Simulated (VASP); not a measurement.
**MoS$_{2}$: computed properties**

Method: LDA (Ceperley-Alder, Perdew-Zunger), VASP's LDA PAW potentials (set 64) (plane waves; VASP).

- space group: P-3m1 (164)
- cell: a = b = 3.119 Å, c = 20.314 Å, α = β = 90.00°, γ = 120.00°
- band gap (over mesh and band path): 1.13 eV
- smallest direct gap (over mesh and band path): 1.83 eV
- band-edge character without spin-orbit coupling: indirect, Γ to K-Γ at 0.44
- band gap with spin-orbit coupling: 1.13 eV

```cif
data_Mo2S4
_chemical_formula_sum 'Mo2 S4'
_space_group_name_H-M_alt 'P 1'
_space_group_IT_number 1
_cell_length_a 3.11883
_cell_length_b 3.11883
_cell_length_c 20.31384
_cell_angle_alpha 90.000
_cell_angle_beta 90.000
_cell_angle_gamma 120.000
loop_
_space_group_symop_operation_xyz
  'x, y, z'
loop_
_atom_site_label
_atom_site_type_symbol
_atom_site_fract_x
_atom_site_fract_y
_atom_site_fract_z
_atom_site_occupancy
Mo1 Mo 0.66667 0.33333 0.14714 1
Mo2 Mo 0.33333 0.66667 0.85286 1
S1 S 0.33333 0.66667 0.22358 1
S2 S 0.66667 0.33333 0.77642 1
S3 S 0.66667 0.33333 0.92944 1
S4 S 0.33333 0.66667 0.07056 1
```

The cell holds vacuum, so volume and density refer to the whole cell.  The path is coarsely sampled, so an indirect gap can come out somewhat too large. The cell holds a wide vacuum, so values per volume refer to the whole cell.

The cell is a sheet with vacuum, built from a database entry that may be metastable or hypothetical.
